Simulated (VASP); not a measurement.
# Au (Gold): the relaxed cell at several levels of theory

Aim: relax Au (Gold) at several levels of theory and compare the cells. The starting structure is a measured crystal structure from the Crystallography Open Database.

Method: Kohn-Sham DFT with plane waves and PAW; PBEsol, LDA, PBE, PBEsol + D3(BJ), r2SCAN, r2SCAN + rVV10, optB86b-vdW and SCAN, in VASP 6.6.1.

## (1) Starting point

It takes space group Fm-3m (No. 225, cubic). The conventional cell has a = 4.078 Å, b = 4.078 Å, c = 4.078 Å, α = 90.00°, β = 90.00°, γ = 90.00°. Nearest to Au lie 12 Au at 2.88 Å.

Coordinates:

```cif
data_structure
_symmetry_space_group_name_H-M 'Fm-3m'
_symmetry_Int_Tables_number 225
_cell_length_a 4.0782
_cell_length_b 4.0782
_cell_length_c 4.0782
_cell_angle_alpha 90.000
_cell_angle_beta 90.000
_cell_angle_gamma 90.000
_cell_volume 67.83
loop_
_atom_site_label
_atom_site_type_symbol
_atom_site_symmetry_multiplicity
_atom_site_Wyckoff_symbol
_atom_site_fract_x
_atom_site_fract_y
_atom_site_fract_z
_atom_site_occupancy
Au1 Au 4 a 0.00000 0.00000 0.00000 1
```

## (2) Relaxation with PBEsol

PBEsol restores the gradient expansion of exchange and is tuned for the cells of solids.

Input file INCAR:

```
SYSTEM = Au
PREC = Accurate
ENCUT = 450
EDIFF = 1E-06
NELM = 100
ISMEAR = 1
SIGMA = 0.1
LREAL = .FALSE.
ALGO = Normal
GGA = PS
LORBIT = 11
LWAVE = .FALSE.
LCHARG = .FALSE.
KPAR = 2
IBRION = 2
NSW = 50
ISIF = 3
EDIFFG = -0.01
```

Input file POSCAR:

```
Au
1.0
    0.0000000000      2.0391250000      2.0391250000
    2.0391250000      0.0000000000      2.0391250000
    2.0391250000      2.0391250000      0.0000000000
Au
1
Direct
    0.0000000000      0.0000000000      0.0000000000
```

Input file KPOINTS:

```
Automatic mesh
0
Gamma
12 12 12
0 0 0
```

Potentials, in the order of the species: Au (PBE family, release 64).

Started as:

```
mpirun -np 2 vasp_std
```

What it wrote:

```text
[banner, memory and clock lines left out]
running    2 mpi-ranks, on    1 nodes
 distrk:  each k-point on    1 cores,    2 groups
 distr:  one band on    1 cores,    1 groups

 POSCAR found type information on POSCAR Au
 POSCAR found :  1 types and       1 ions
|                                                                             |
|               ----> ADVICE to this user running VASP <----                  |
|                                                                             |
|     You enforced a specific xc type in the INCAR file but a different       |
|     [... a line on the potential file left out ...]
|     I HOPE YOU KNOW WHAT YOU ARE DOING!                                     |
|                                                                             |

 LDA part: xc-table for (Slater+PW92), standard interpolation
 POSCAR, INCAR and KPOINTS ok, starting setup
 FFT: planning ... GRIDC
 FFT: planning ... GRID_SOFT
 FFT: planning ... GRID
 WAVECAR not read
 entering main loop
       N       E                     dE             d eps       ncg     rms          rms(c)
DAV:   1     0.326203429763E+02    0.32620E+02   -0.53777E+03  1552   0.961E+02
DAV:   2    -0.395673160690E+01   -0.36577E+02   -0.34323E+02  1338   0.180E+02
DAV:   3    -0.425436074349E+01   -0.29763E+00   -0.29731E+00  1546   0.163E+01
DAV:   4    -0.425506088866E+01   -0.70015E-03   -0.70013E-03  1513   0.827E-01
DAV:   5    -0.425506430742E+01   -0.34188E-05   -0.34191E-05  1484   0.558E-02    0.976E+00
DAV:   6    -0.394155980278E+01    0.31350E+00   -0.10183E+00  1324   0.979E+00    0.601E+00
DAV:   7    -0.391767759805E+01    0.23882E-01   -0.94203E-02  1376   0.291E+00    0.286E+00
DAV:   8    -0.391464292725E+01    0.30347E-02   -0.24077E-03  1354   0.559E-01    0.309E-01
DAV:   9    -0.391462335928E+01    0.19568E-04   -0.24616E-05  1368   0.558E-02    0.268E-02
DAV:  10    -0.391462727995E+01   -0.39207E-05   -0.14632E-06  1238   0.117E-02    0.345E-03
DAV:  11    -0.391462740374E+01   -0.12378E-06   -0.65516E-08   658   0.271E-03
   1 F= -.39146274E+01 E0= -.39147617E+01  d E =-.391463E+01
 curvature:   0.00 expect dE= 0.000E+00 dE for cont linesearch  0.000E+00
 trial: gam= 0.00000 g(F)=  0.129E-62 g(S)=  0.201E-03 ort = 0.000E+00 (trialstep = 0.100E+01)
 search vector abs. value=  0.201E-03
 bond charge predicted
       N       E                     dE             d eps       ncg     rms          rms(c)
DAV:   1    -0.391822365150E+01   -0.35964E-02   -0.74876E-02  1320   0.308E+00    0.362E-01
DAV:   2    -0.391471274529E+01    0.35109E-02   -0.11977E-02  1305   0.106E+00    0.153E-01
DAV:   3    -0.391456838362E+01    0.14436E-03   -0.64122E-04  1327   0.234E-01    0.110E-01
DAV:   4    -0.391456294742E+01    0.54362E-05   -0.25076E-05  1394   0.415E-02    0.159E-03
DAV:   5    -0.391456283261E+01    0.11480E-06   -0.42132E-07   859   0.621E-03
   2 F= -.39145628E+01 E0= -.39146747E+01  d E =0.645711E-04
 trial-energy change:    0.000065  1 .order    0.000058   -0.000201    0.000318
 step:   0.3707(harm=  0.3876)  dis= 0.00000  next Energy=    -3.914664 (dE=-0.370E-04)
 bond charge predicted
       N       E                     dE             d eps       ncg     rms          rms(c)
DAV:   1    -0.391610825850E+01   -0.15453E-02   -0.29613E-02  1320   0.193E+00    0.227E-01
DAV:   2    -0.391471551830E+01    0.13927E-02   -0.47172E-03  1305   0.667E-01    0.926E-02
DAV:   3    -0.391466137638E+01    0.54142E-04   -0.26365E-04  1327   0.150E-01    0.669E-02
DAV:   4    -0.391466453351E+01   -0.31571E-05   -0.10555E-05  1394   0.274E-02    0.214E-03
DAV:   5    -0.391466460497E+01   -0.71458E-07   -0.18163E-07   688   0.447E-03
   3 F= -.39146646E+01 E0= -.39147903E+01  d E =-.372012E-04
 curvature:  -0.19 expect dE=-0.625E-09 dE for cont linesearch -0.625E-09
 trial: gam=-0.00399 g(F)=  0.357E-63 g(S)=  0.323E-08 ort = 0.806E-06 (trialstep = 0.874E+00)
 search vector abs. value=  0.100E-09
 reached required accuracy - stopping structural energy minimisation
```

Run time: 19 s. Hardware: 2 MPI ranks of AMD EPYC 7R43, shared host; peak memory 0.2 GiB.

Lines that name or quote the potential files are left out of all logs, and their timing lines are given in words.

OUTCAR, selected parts (step 2):

```text
ion  position               nearest neighbor table
   1  0.000  0.000  0.000-

  LATTYP: Found a face centered cubic cell.
 ALAT       =     4.0782500000

 Subroutine GETGRP returns: Found 48 space group operations
 (whereof 48 operations were pure point group operations)

The static configuration has the point symmetry O_h .

 Found     72 irreducible k-points:

   k-points           NKPTS =     72   k-points in BZ     NKDIM =     72   number of bands    NBANDS=      9

   dimension x,y,z NGX =    20 NGY =   20 NGZ =   20
   dimension x,y,z NGXF=    40 NGYF=   40 NGZF=   40

   ENCUT  =  450.0 eV  33.07 Ry    5.75 a.u.   4.99  4.99  4.99*2*pi/ulx,y,z

   NELECT =      11.0000    total number of electrons

 k-points in reciprocal lattice and weights: Automatic mesh
   0.00000000  0.00000000  0.00000000       0.001
   0.08333333  0.00000000  0.00000000       0.005
   0.16666667  0.00000000  0.00000000       0.005
   0.25000000  0.00000000  0.00000000       0.005
   0.33333333  0.00000000  0.00000000       0.005
   0.41666667  0.00000000  0.00000000       0.005
   0.50000000  0.00000000  0.00000000       0.002
   0.08333333  0.08333333  0.00000000       0.003
   0.16666667  0.08333333  0.00000000       0.014
[...]
-0.33333333  0.50000000  0.16666667       0.007
  -0.25000000  0.50000000  0.25000000       0.003

 average (electrostatic) potential at core
       1 -64.0459

 E-fermi :   9.2103

 k-point     1 :       0.0000    0.0000    0.0000
  band No.  band energies     occupation
    ...
      2       4.6281      2.00000
      3       4.6281      2.00000
      4       4.6281      2.00000
      5       6.1689      2.00000
      6       6.1689      2.00000
      7      23.8217      0.00000
      8      27.8359      0.00000
      9      27.8359      0.00000

 k-point     2 :       0.0833    0.0000    0.0000
  band No.  band energies     occupation
    ...
      2       4.5502      2.00000
      3       4.7097      2.00000
      4       4.7097      2.00000
      5       6.1334      2.00000
      6       6.1334      2.00000
      7      24.0966      0.00000
      8      26.4152      0.00000
      9      28.1231      0.00000

 k-point     3 :       0.1667    0.0000    0.0000
  band No.  band energies     occupation
    ...
      2       4.4026      2.00000
      3       4.8753      2.00000
      4       4.8753      2.00000
      5       6.1145      2.00000
      6       6.1145      2.00000
      7      23.5200      0.00000
      8      24.9293      0.00000
      9      28.8537      0.00000

  Total        0.0001494      0.0001494      0.0001494     -0.0000000      0.0000000     -0.0000000
  in kB        0.0140834      0.0140834      0.0140834     -0.0000000      0.0000000     -0.0000000
  external PRESSURE =       0.0140834 kB  Pullay stress =       0.0000000 kB

  energy-cutoff  :      450.00
  volume of cell :       16.99
      direct lattice vectors                 reciprocal lattice vectors
     0.000000000  2.040484297  2.040484297    -0.245039867  0.245039867  0.245039867
     2.040484297 -0.000000000  2.040484297     0.245039867 -0.245039867  0.245039867
     2.040484297  2.040484297 -0.000000000     0.245039867  0.245039867 -0.245039867

 POSITION                                       TOTAL-FORCE (eV/Angst)
 -----------------------------------------------------------------------------------
      0.00000     -0.00000      0.00000         0.000000      0.000000     -0.000000
 -----------------------------------------------------------------------------------
    total drift:                               -0.000000     -0.000000     -0.000000

  FREE ENERGIE OF THE ION-ELECTRON SYSTEM (eV)
  ---------------------------------------------------
  free  energy   TOTEN  =        -3.9146646050 eV

  energy  without entropy=       -3.9150416706  energy(sigma->0) =       -3.91479029

 reached required accuracy - stopping structural energy minimisation

 total charge
# of ion       s       p       d       tot
------------------------------------------
    1        0.535   0.362   8.748   9.645

[... 3 further parts left out ...]
```

This run has no spin polarisation. Its electron count is odd, so without a moment it is a metal by construction. The PAW data sets were made with PBE, which is usual practice but a small mismatch for other functionals. The run keeps the 48 symmetry operations of its start, so it cannot find a distortion of lower symmetry.

With PBEsol the relaxed cell holds 16.991 Å³ an atom, +0.20 % against the measured cell, with a = 4.081 Å. Pressures at 0.985 and 1.015 times this volume, from two more relaxations that aren't shown, give a bulk modulus of 172.3 GPa.

## (3) Relaxation with LDA

LDA, the lowest rung, knows the local density alone.

INCAR: that of step 2 with these lines changed.

```diff
@@ -9,3 +9,3 @@
 ALGO = Normal
-GGA = PS
+GGA = CA
 LORBIT = 11
```

POSCAR is that of step 2.

KPOINTS is that of step 2.

Potentials, in the order of the species: Au (LDA family, release 64).

Started as:

```
mpirun -np 2 vasp_std
```

What it wrote:

```text
[banner, memory and clock lines left out]
running    2 mpi-ranks, on    1 nodes
[...]
LDA part: xc-table for (Slater(with rela. corr.)+CA(PZ))
 , standard interpolation
 POSCAR, INCAR and KPOINTS ok, starting setup
[...]
entering main loop
       N       E                     dE             d eps       ncg     rms          rms(c)
DAV:   1     0.323501808838E+02    0.32350E+02   -0.53767E+03  1552   0.960E+02
DAV:   2    -0.445990501803E+01   -0.36810E+02   -0.34538E+02  1336   0.180E+02
DAV:   3    -0.476176755668E+01   -0.30186E+00   -0.30154E+00  1555   0.164E+01
DAV:   4    -0.476246584331E+01   -0.69829E-03   -0.69827E-03  1504   0.820E-01
[...]
DAV:   9    -0.443235747310E+01    0.10691E-04   -0.26889E-05  1395   0.602E-02    0.876E-03
DAV:  10    -0.443235914447E+01   -0.16714E-05   -0.95782E-07  1104   0.888E-03    0.200E-03
DAV:  11    -0.443235917261E+01   -0.28134E-07   -0.45885E-08   654   0.227E-03
   1 F= -.44323592E+01 E0= -.44324689E+01  d E =-.443236E+01
[...]
DAV:   6    -0.442299755074E+01   -0.56796E-05   -0.10228E-06  1373   0.922E-03    0.196E-03
DAV:   7    -0.442299819129E+01   -0.64055E-06   -0.21245E-07   654   0.355E-03
   2 F= -.44229982E+01 E0= -.44232263E+01  d E =0.936098E-02
 trial-energy change:    0.009361  1 .order    0.010590   -0.021003    0.042183
 step:   0.3593(harm=  0.3324)  dis= 0.00000  next Energy=    -4.436189 (dE=-0.383E-02)
[...]
N       E                     dE             d eps       ncg     rms          rms(c)
DAV:   1    -0.459105775370E+01   -0.16806E+00   -0.32750E+00  1311   0.206E+01    0.235E+00
DAV:   2    -0.444297000803E+01    0.14809E+00   -0.48945E-01  1303   0.691E+00    0.118E+00
DAV:   3    -0.443635659057E+01    0.66134E-02   -0.28981E-02  1322   0.160E+00    0.824E-01
DAV:   4    -0.443622970097E+01    0.12689E-03   -0.92559E-04  1395   0.249E-01    0.799E-02
DAV:   5    -0.443624455831E+01   -0.14857E-04   -0.35750E-05  1533   0.444E-02    0.355E-03
DAV:   6    -0.443624662176E+01   -0.20634E-05   -0.65337E-07  1167   0.722E-03    0.102E-03
DAV:   7    -0.443624662083E+01    0.92996E-09   -0.18386E-08   649   0.101E-03
   3 F= -.44362466E+01 E0= -.44364445E+01  d E =-.388745E-02
[...]
reached required accuracy - stopping structural energy minimisation
```

Wall time 22 s (2 MPI ranks); peak memory 0.19 GiB.

From OUTCAR (step 3):

```text
  Total       -0.0051089     -0.0051089     -0.0051089      0.0000000      0.0000000     -0.0000000
  in kB       -0.4923902     -0.4923902     -0.4923902      0.0000000      0.0000000     -0.0000000
  external PRESSURE =      -0.4923902 kB  Pullay stress =       0.0000000 kB

 POSITION                                       TOTAL-FORCE (eV/Angst)
 -----------------------------------------------------------------------------------
      0.00000      0.00000      0.00000        -0.000000      0.000000      0.000000
 -----------------------------------------------------------------------------------
    total drift:                               -0.000000     -0.000000     -0.000000

  FREE ENERGIE OF THE ION-ELECTRON SYSTEM (eV)
  ---------------------------------------------------
  free  energy   TOTEN  =        -4.4362466208 eV

  energy  without entropy=       -4.4368401920  energy(sigma->0) =       -4.43644448

[... 2 parts as in an earlier step ...]

[... 2 further parts left out ...]
[key lines of the parts left out:]
E-fermi :   9.5954
```

With LDA the relaxed cell holds 16.624 Å³ an atom, -1.97 % against the measured cell, with a = 4.051 Å. That is -2.16 % from PBEsol. Pressures at 0.985 and 1.015 times this volume, from two more relaxations that aren't shown, give a bulk modulus of 192.2 GPa.

## (4) Relaxation with PBE

PBE, the usual starting point, adds the gradient of the density. This run starts from the cell of an earlier relaxation, which isn't shown; the restart sets up the plane waves anew.

INCAR: that of step 3 with these lines changed.

```diff
@@ -9,3 +9,3 @@
 ALGO = Normal
-GGA = CA
+GGA = PE
 LORBIT = 11
```

Input file POSCAR:

```
Au
1.0
    0.0000000000      2.0793667840      2.0793667840
    2.0793667840      0.0000000000      2.0793667840
    2.0793667840      2.0793667840      0.0000000000
Au
1
Direct
    0.0000000000      0.0000000000      0.0000000000
```

KPOINTS is that of step 3.

Potentials, in the order of the species: Au (PBE family, release 64).

Started as:

```
mpirun -np 2 vasp_std
```

What it wrote:

```text
[banner, memory and clock lines left out]
running    2 mpi-ranks, on    1 nodes
[...]
LDA part: xc-table for (Slater+PW92), standard interpolation
 POSCAR, INCAR and KPOINTS ok, starting setup
[...]
entering main loop
       N       E                     dE             d eps       ncg     rms          rms(c)
DAV:   1     0.355546635210E+02    0.35555E+02   -0.53259E+03  1480   0.950E+02
DAV:   2    -0.318946359352E+01   -0.38744E+02   -0.36056E+02  1337   0.181E+02
DAV:   3    -0.347456175527E+01   -0.28510E+00   -0.28468E+00  1544   0.164E+01
DAV:   4    -0.347537465159E+01   -0.81290E-03   -0.81288E-03  1516   0.946E-01
[...]
DAV:   9    -0.321196712146E+01    0.10098E-04   -0.59380E-06  1417   0.266E-02    0.205E-02
DAV:  10    -0.321197323659E+01   -0.61151E-05   -0.30016E-06  1449   0.223E-02    0.454E-03
DAV:  11    -0.321197310176E+01    0.13482E-06   -0.37942E-08   681   0.190E-03
   1 F= -.32119731E+01 E0= -.32120877E+01  d E =-.321197E+01
[...]
reached required accuracy - stopping structural energy minimisation
```

It took 10 s on 2 MPI ranks; peak memory 0.18 GiB.

From OUTCAR (step 4):

```text
  Total       -0.0050670     -0.0050670     -0.0050670      0.0000000      0.0000000     -0.0000000
  in kB       -0.4514782     -0.4514782     -0.4514782      0.0000000      0.0000000     -0.0000000
  external PRESSURE =      -0.4514782 kB  Pullay stress =       0.0000000 kB

 POSITION                                       TOTAL-FORCE (eV/Angst)
 -----------------------------------------------------------------------------------
      0.00000      0.00000      0.00000         0.000000      0.000000     -0.000000
 -----------------------------------------------------------------------------------
    total drift:                               -0.000000     -0.000000     -0.000000

  FREE ENERGIE OF THE ION-ELECTRON SYSTEM (eV)
  ---------------------------------------------------
  free  energy   TOTEN  =        -3.2119731018 eV

  energy  without entropy=       -3.2123169929  energy(sigma->0) =       -3.21208773

[... 2 parts as in an earlier step ...]

[... 2 further parts left out ...]
[key lines of the parts left out:]
E-fermi :   8.5532
```

With PBE the relaxed cell holds 17.981 Å³ an atom, +6.04 % against the measured cell, with a = 4.159 Å. That is +5.83 % from PBEsol. Pressures at 0.985 and 1.015 times this volume, from two more relaxations that aren't shown, give a bulk modulus of 136.4 GPa.

## (5) Relaxation with PBEsol + D3(BJ)

D3 with Becke-Johnson damping keeps a finite attraction at short range. This run starts from the cell of an earlier relaxation, which isn't shown; the restart sets up the plane waves anew.

INCAR: that of step 4 with these lines changed.

```diff
@@ -9,3 +9,4 @@
 ALGO = Normal
-GGA = PE
+GGA = PS
+IVDW = 12
 LORBIT = 11
```

Input file POSCAR:

```
Au
1.0
    0.0000000000      2.0174962631      2.0174962631
    2.0174962631      0.0000000000      2.0174962631
    2.0174962631      2.0174962631      0.0000000000
Au
1
Direct
    0.0000000000      0.0000000000      0.0000000000
```

KPOINTS is that of step 4.

Started as:

```
mpirun -np 2 vasp_std
```

What it wrote:

```text
[banner, memory and clock lines left out]
running    2 mpi-ranks, on    1 nodes
[...]
[... a notice as in an earlier step ...]

 LDA part: xc-table for (Slater+PW92), standard interpolation
 POSCAR, INCAR and KPOINTS ok, starting setup
[...]
entering main loop
       N       E                     dE             d eps       ncg     rms          rms(c)
DAV:   1     0.388289116679E+02    0.38829E+02   -0.52963E+03  1401   0.964E+02
DAV:   2    -0.394596164804E+01   -0.42775E+02   -0.40574E+02  1336   0.190E+02
DAV:   3    -0.424166275470E+01   -0.29570E+00   -0.29559E+00  1543   0.171E+01
DAV:   4    -0.424239003122E+01   -0.72728E-03   -0.72727E-03  1490   0.902E-01
[...]
DAV:   9    -0.390346547419E+01    0.99900E-05   -0.78998E-06  1427   0.322E-02    0.129E-02
DAV:  10    -0.390346905978E+01   -0.35856E-05   -0.10602E-06  1350   0.104E-02    0.875E-04
DAV:  11    -0.390346914054E+01   -0.80759E-07   -0.38196E-08   679   0.206E-03
   1 F= -.45592644E+01 E0= -.45595096E+01  d E =-.455926E+01
[...]
reached required accuracy - stopping structural energy minimisation
```

The job ended after 11 s (2 MPI ranks; peak memory 0.21 GiB).

From OUTCAR (step 5):

```text
 Edisp (eV)   -0.65580

  Total       0.00323     0.00323     0.00323     0.00000    -0.00000    -0.00000
  in kB       0.31540     0.31540     0.31540     0.00000    -0.00000    -0.00000
  external pressure =        0.32 kB  Pullay stress =        0.00 kB

 POSITION                                       TOTAL-FORCE (eV/Angst)
 -----------------------------------------------------------------------------------
      0.00000      0.00000      0.00000         0.000000      0.000000      0.000000
 -----------------------------------------------------------------------------------
    total drift:                               -0.000000     -0.000000     -0.000000

  FREE ENERGIE OF THE ION-ELECTRON SYSTEM (eV)
  ---------------------------------------------------
  free  energy   TOTEN  =        -4.5592644302 eV

  energy  without entropy=       -4.5599999723  energy(sigma->0) =       -4.55950961

[... 2 parts as in an earlier step ...]

[... 2 further parts left out ...]
[key lines of the parts left out:]
E-fermi :   9.8056
```

With PBEsol + D3(BJ) the relaxed cell holds 16.424 Å³ an atom, -3.15 % against the measured cell, with a = 4.035 Å. That is -3.34 % from PBEsol. Pressures at 0.985 and 1.015 times this volume, from two more relaxations that aren't shown, give a bulk modulus of 201.9 GPa.

[end of part 1 of 2]

[Lines on the potential files, build, host, timing and source positions are cut from VASP's logs without a mark.]

[Logs are printed without paths, hosts, clocks, repeated set-up lines and the standing remarks that a program may print on its own settings, such as how far it seeks lower states.]

[Hosts, paths, dates, database ids (printed as entryN), source tags and the programs' standing remarks are cut or masked in the printed files.]
